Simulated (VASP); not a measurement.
All values below come from LDA (Ceperley-Alder, Perdew-Zunger), VASP's LDA PAW potentials (set 64) (plane waves; VASP).

VASP ran on this input.

**POSCAR**
```
Li
1
   -6.7066961192     6.7066961192     6.7066961192
    6.7066961192    -6.7066961192     6.7066961192
    6.7066961192     6.7066961192    -6.7066961192
Li
64
Direct
  0.0000000000   0.0000000000   0.0000000000
  0.0000000000   0.0000000000   0.2500000000
  0.0000000000   0.0000000000   0.5000000000
  0.0000000000   0.0000000000   0.7500000000
  0.0000000000   0.2500000000   0.0000000000
  0.0000000000   0.2500000000   0.2500000000
  0.0000000000   0.2500000000   0.5000000000
  0.0000000000   0.2500000000   0.7500000000
  0.0000000000   0.5000000000   0.0000000000
  0.0000000000   0.5000000000   0.2500000000
  0.0000000000   0.5000000000   0.5000000000
  0.0000000000   0.5000000000   0.7500000000
  0.0000000000   0.7500000000   0.0000000000
  0.0000000000   0.7500000000   0.2500000000
  0.0000000000   0.7500000000   0.5000000000
  0.0000000000   0.7500000000   0.7500000000
  0.2500000000   0.0000000000   0.0000000000
  0.2500000000   0.0000000000   0.2500000000
  0.2500000000   0.0000000000   0.5000000000
  0.2500000000   0.0000000000   0.7500000000
  0.2500000000   0.2500000000   0.0000000000
  0.2500000000   0.2500000000   0.2500000000
  0.2500000000   0.2500000000   0.5000000000
  0.2500000000   0.2500000000   0.7500000000
  0.2500000000   0.5000000000   0.0000000000
  0.2500000000   0.5000000000   0.2500000000
  0.2500000000   0.5000000000   0.5000000000
  0.2500000000   0.5000000000   0.7500000000
  0.2500000000   0.7500000000   0.0000000000
  0.2500000000   0.7500000000   0.2500000000
  0.2500000000   0.7500000000   0.5000000000
  0.2500000000   0.7500000000   0.7500000000
  0.5000000000   0.0000000000   0.0000000000
  0.5000000000   0.0000000000   0.2500000000
  0.5000000000   0.0000000000   0.5000000000
  0.5000000000   0.0000000000   0.7500000000
  0.5000000000   0.2500000000   0.0000000000
  0.5000000000   0.2500000000   0.2500000000
  0.5000000000   0.2500000000   0.5000000000
  0.5000000000   0.2500000000   0.7500000000
  0.5000000000   0.5000000000   0.0000000000
  0.5000000000   0.5000000000   0.2500000000
  0.5000000000   0.5000000000   0.5000000000
  0.5000000000   0.5000000000   0.7500000000
  0.5000000000   0.7500000000   0.0000000000
  0.5000000000   0.7500000000   0.2500000000
  0.5000000000   0.7500000000   0.5000000000
  0.5000000000   0.7500000000   0.7500000000
  0.7500000000   0.0000000000   0.0000000000
  0.7500000000   0.0000000000   0.2500000000
  0.7500000000   0.0000000000   0.5000000000
  0.7500000000   0.0000000000   0.7500000000
  0.7500000000   0.2500000000   0.0000000000
  0.7500000000   0.2500000000   0.2500000000
  0.7500000000   0.2500000000   0.5000000000
  0.7500000000   0.2500000000   0.7500000000
  0.7500000000   0.5000000000   0.0000000000
  0.7500000000   0.5000000000   0.2500000000
  0.7500000000   0.5000000000   0.5000000000
  0.7500000000   0.5000000000   0.7500000000
  0.7500000000   0.7500000000   0.0000000000
  0.7500000000   0.7500000000   0.2500000000
  0.7500000000   0.7500000000   0.5000000000
  0.7500000000   0.7500000000   0.7500000000
```

### KPOINTS
```
Automatic
0
gamma
 3 3 3
0 0 0
```

### QPOINTS
```
k-points along high-symmetry lines
13
Line-mode
Cartesian
  0.000000   0.000000   0.000000 ! GAMMA
  0.000000   0.298209   0.000000 ! H

  0.000000   0.298209   0.000000 ! H
  0.149105   0.149105   0.000000 ! N

  0.149105   0.149105   0.000000 ! N
  0.000000   0.000000   0.000000 ! GAMMA

  0.000000   0.000000   0.000000 ! GAMMA
  0.149105   0.149105   0.149105 ! P

  0.149105   0.149105   0.149105 ! P
  0.000000   0.298209   0.000000 ! H

  0.149105   0.149105   0.149105 ! P
  0.149105   0.149105   0.000000 ! N
```

### INCAR
```
! general
SYSTEM          =Li
PREC            =Accurate
ENCUT           =520
LREAL           =.FALSE.
LASPH           =.TRUE.

! electronic loop
EDIFF           =1E-7
NELM            =100
ALGO            =Normal

! smearing
ISMEAR          =1
SIGMA           =0.1

! ions
IBRION          =6
NSW             =1
ISIF            =2
POTIM           =0.015
NFREE           =2

! output
LWAVE           =.FALSE.
LCHARG          =.FALSE.

! other
LPHON_DISPERSION=.TRUE.
```

POTCAR, in this order: Li_sv (LDA.64 set). Program: vasp_std.

Output

File OSZICAR:
```
       N       E                     dE             d eps       ncg     rms          rms(c)
DAV:   1     0.124721771526E+04    0.12472E+04   -0.85079E+04  1040   0.151E+03
DAV:   2     0.215353711427E+03   -0.10319E+04   -0.97818E+03  1056   0.411E+02
DAV:   3    -0.271721908042E+02   -0.24253E+03   -0.22913E+03  1895   0.105E+02
DAV:   4    -0.111007945449E+03   -0.83836E+02   -0.82480E+02  1712   0.820E+01
DAV:   5    -0.129840939778E+03   -0.18833E+02   -0.18778E+02  1790   0.303E+01    0.228E+00
DAV:   6    -0.130457946317E+03   -0.61701E+00   -0.73091E+00  1527   0.870E+00    0.879E-01
DAV:   7    -0.130501605693E+03   -0.43659E-01   -0.61242E-01  1590   0.225E+00    0.505E-01
DAV:   8    -0.130508201493E+03   -0.65958E-02   -0.69389E-02  1576   0.694E-01    0.152E-01
DAV:   9    -0.130508659211E+03   -0.45772E-03   -0.51958E-03  1592   0.207E-01    0.921E-02
DAV:  10    -0.130508606872E+03    0.52339E-04   -0.22735E-04  1624   0.532E-02    0.300E-02
DAV:  11    -0.130508604858E+03    0.20143E-05   -0.11297E-04  1560   0.253E-02    0.148E-02
DAV:  12    -0.130508605576E+03   -0.71820E-06   -0.13130E-05  1760   0.577E-03    0.121E-02
DAV:  13    -0.130508604106E+03    0.14702E-05   -0.30586E-06  1616   0.445E-03    0.775E-04
DAV:  14    -0.130508604178E+03   -0.71928E-07   -0.76767E-07  1072   0.237E-03
   1 F= -.13050860E+03 E0= -.13048840E+03  d E =-.606040E-01
 Found     1 degrees of freedom:
       N       E                     dE             d eps       ncg     rms          rms(c)
DAV:   1    -0.130507313492E+03    0.12906E-02   -0.10003E+00  1551   0.346E+00    0.434E-02
DAV:   2    -0.130508396222E+03   -0.10827E-02   -0.11520E-02  1664   0.325E-01    0.146E-02
DAV:   3    -0.130508446125E+03   -0.49903E-04   -0.60034E-04  2376   0.598E-02    0.154E-02
DAV:   4    -0.130508445941E+03    0.18432E-06   -0.28857E-05  2384   0.153E-02    0.866E-03
DAV:   5    -0.130508445065E+03    0.87533E-06   -0.32222E-06  2368   0.697E-03    0.245E-03
DAV:   6    -0.130508445458E+03   -0.39233E-06   -0.39110E-06  2344   0.443E-03    0.151E-03
DAV:   7    -0.130508445484E+03   -0.26437E-07   -0.32271E-07  1576   0.149E-03
   2 F= -.13050845E+03 E0= -.13048825E+03  d E =-.605996E-01
       N       E                     dE             d eps       ncg     rms          rms(c)
DAV:   1    -0.130504773551E+03    0.36719E-02   -0.30966E+00  1559   0.437E+00    0.762E-02
DAV:   2    -0.130508277751E+03   -0.35042E-02   -0.37934E-02  1628   0.552E-01    0.262E-02
DAV:   3    -0.130508445652E+03   -0.16790E-03   -0.20944E-03  2376   0.106E-01    0.262E-02
DAV:   4    -0.130508445914E+03   -0.26219E-06   -0.11665E-04  2392   0.287E-02    0.137E-02
DAV:   5    -0.130508443913E+03    0.20005E-05   -0.12177E-05  2544   0.140E-02    0.456E-03
DAV:   6    -0.130508445215E+03   -0.13015E-05   -0.13628E-05  2336   0.876E-03    0.268E-03
DAV:   7    -0.130508445528E+03   -0.31304E-06   -0.33456E-06  2152   0.358E-03    0.275E-03
DAV:   8    -0.130508445505E+03    0.23017E-07   -0.52840E-08   936   0.151E-03
   3 F= -.13050845E+03 E0= -.13048825E+03  d E =-.605996E-01
```

**OUTCAR**
```
------------------------ aborting loop because EDIFF is reached ----------------------------------------
  FORCE on cell =-STRESS in cart. coord.  units (eV):
  Direction    XX          YY          ZZ          XY          YZ          ZX
  --------------------------------------------------------------------------------------
  Total        0.4316363      0.4319198      0.4319198     -0.0000000      0.0000000      0.0000000
  in kB        0.5731162      0.5734927      0.5734927     -0.0000000      0.0000000      0.0000000
  external PRESSURE =       0.5733672 kB  Pullay stress =       0.0000000 kB
  volume of cell :     1206.66
      direct lattice vectors                 reciprocal lattice vectors
    -6.706696119  6.706696119  6.706696119     0.000000000  0.074552356  0.074552356
     6.706696119 -6.706696119  6.706696119     0.074552356  0.000000000  0.074552356
     6.706696119  6.706696119 -6.706696119     0.074552356  0.074552356  0.000000000
 POSITION                                       TOTAL-FORCE (eV/Angst)
 -----------------------------------------------------------------------------------
     -0.01500      0.00000      0.00000         0.021055      0.000000     -0.000000
      1.67667      1.67667     -1.67667        -0.002750     -0.002626      0.002626
      3.35335      3.35335     -3.35335        -0.000421     -0.000392      0.000392
      5.03002      5.03002     -5.03002        -0.002769     -0.002689      0.002689
      1.67667     -1.67667      1.67667        -0.002750      0.002626     -0.002626
      3.35335      0.00000      0.00000        -0.000887      0.000000     -0.000000
      5.03002      1.67667     -1.67667        -0.000359      0.000009     -0.000009
      6.70670      3.35335     -3.35335         0.000015     -0.000002      0.000002
      3.35335     -3.35335      3.35335        -0.000421      0.000392     -0.000392
      5.03002     -1.67667      1.67667        -0.000359     -0.000009      0.000009
      6.70670      0.00000      0.00000        -0.000366      0.000000     -0.000000
      8.38337      1.67667     -1.67667        -0.000352     -0.000013      0.000013
      5.03002     -5.03002      5.03002        -0.002769      0.002689     -0.002689
      6.70670     -3.35335      3.35335         0.000015      0.000002     -0.000002
      8.38337     -1.67667      1.67667        -0.000352      0.000013     -0.000013
     10.06004      0.00000      0.00000        -0.001011      0.000000     -0.000000
     -1.67667      1.67667      1.67667        -0.002769      0.002689      0.002689
      0.00000      3.35335      0.00000        -0.000270      0.000002     -0.000000
      1.67667      5.03002     -1.67667         0.000119      0.000010     -0.000037
      3.35335      6.70670     -3.35335         0.000717      0.000000     -0.000425
      0.00000      0.00000      3.35335        -0.000270      0.000000      0.000002
      1.67667      1.67667      1.67667        -0.002750     -0.002626     -0.002626
      3.35335      3.35335      0.00000         0.000708      0.000413     -0.000000
      5.03002      5.03002     -1.67667         0.000121      0.000038     -0.000013
      1.67667     -1.67667      5.03002         0.000119     -0.000037      0.000010
      3.35335      0.00000      3.35335         0.000708      0.000000      0.000413
      5.03002      1.67667      1.67667        -0.000359      0.000009      0.000009
      6.70670      3.35335      0.00000         0.000480     -0.000001     -0.000000
      3.35335     -3.35335      6.70670         0.000717     -0.000425     -0.000000
      5.03002     -1.67667      5.03002         0.000121     -0.000013      0.000038
      6.70670      0.00000      3.35335         0.000480     -0.000000     -0.000001
      8.38337      1.67667      1.67667        -0.000352     -0.000013     -0.000013
     -3.35335      3.35335      3.35335        -0.000421      0.000392      0.000392
     -1.67667      5.03002      1.67667         0.000121     -0.000013     -0.000038
      0.00000      6.70670      0.00000        -0.000325      0.000000     -0.000000
      1.67667      8.38337     -1.67667         0.000119     -0.000010     -0.000037
     -1.67667      1.67667      5.03002         0.000121     -0.000038     -0.000013
      0.00000      3.35335      3.35335         0.000015      0.000002      0.000002
      1.67667      5.03002      1.67667         0.000119      0.000010      0.000037
      3.35335      6.70670      0.00000        -0.000027     -0.000000     -0.000000
      0.00000      0.00000      6.70670        -0.000325     -0.000000      0.000000
      1.67667      1.67667      5.03002         0.000119      0.000037      0.000010
      3.35335      3.35335      3.35335        -0.000421     -0.000392     -0.000392
      5.03002      5.03002      1.67667         0.000121      0.000038      0.000013
      1.67667     -1.67667      8.38337         0.000119     -0.000037     -0.000010
      3.35335      0.00000      6.70670        -0.000027      0.000000     -0.000000
      5.03002      1.67667      5.03002         0.000121      0.000013      0.000038
      6.70670      3.35335      3.35335         0.000015     -0.000002     -0.000002
     -5.03002      5.03002      5.03002        -0.002750      0.002626      0.002626
     -3.35335      6.70670      3.35335         0.000708     -0.000000     -0.000413
     -1.67667      8.38337      1.67667         0.000121      0.000013     -0.000038
      0.00000     10.06004      0.00000        -0.000270     -0.000002     -0.000000
     -3.35335      3.35335      6.70670         0.000708     -0.000413     -0.000000
     -1.67667      5.03002      5.03002        -0.000359     -0.000009     -0.000009
      0.00000      6.70670      3.35335         0.000480      0.000000      0.000001
      1.67667      8.38337      1.67667         0.000119     -0.000010      0.000037
     -1.67667      1.67667      8.38337         0.000121     -0.000038      0.000013
      0.00000      3.35335      6.70670         0.000480      0.000001      0.000000
      1.67667      5.03002      5.03002        -0.000352      0.000013      0.000013
      3.35335      6.70670      3.35335         0.000717      0.000000      0.000425
      0.00000      0.00000     10.06004        -0.000270     -0.000000     -0.000002
      1.67667      1.67667      8.38337         0.000119      0.000037     -0.000010
      3.35335      3.35335      6.70670         0.000717      0.000425      0.000000
      5.03002      5.03002      5.03002        -0.002769     -0.002689     -0.002689
 -----------------------------------------------------------------------------------
    total drift:                                0.000235      0.000001      0.000001
  FREE ENERGIE OF THE ION-ELECTRON SYSTEM (eV)
  ---------------------------------------------------
  free  energy   TOTEN  =      -130.5084455048 eV

  energy  without entropy=     -130.4478458813  energy(sigma->0) =     -130.48824563
```
(Selected blocks of OUTCAR.)

The cell is a supercell, built from Li (bcc).
